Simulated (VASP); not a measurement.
```
CELL_PARAMETERS angstrom
      0.00000     2.27127     2.27127
      2.27127     0.00000     2.27127
      2.27127     2.27127     0.00000
ATOMIC_POSITIONS crystal
  Cd 0.00000 0.00000 0.00000
  O  0.50000 0.50000 0.50000
```

These are PBEsol GGA, VASP's PBE PAW potentials (set 64) (plane waves; VASP 6.6.1) values and carry that method's errors. Numerical set-up: 620 eV cut-off, 14×14×14 Γ-centred mesh, first-order Methfessel-Paxton smearing of 0.10 eV, potentials Cd O.

Problem. Predict the energy per atom (σ→0), pressure, band gap (on the k-mesh) with the smallest direct gap where there is one.

Solution. 
```yaml
band gap (on the k-mesh): none (metal, semimetal or under 0.01 eV)
energy per atom (σ→0): -4.177 eV/atom
pressure: 19.81 GPa
```

The absolute energy has meaning only against runs of the same code, potentials and settings.

The compound is CdO in the rock salt structure. It was relaxed first under an external pressure of 20 GPa.
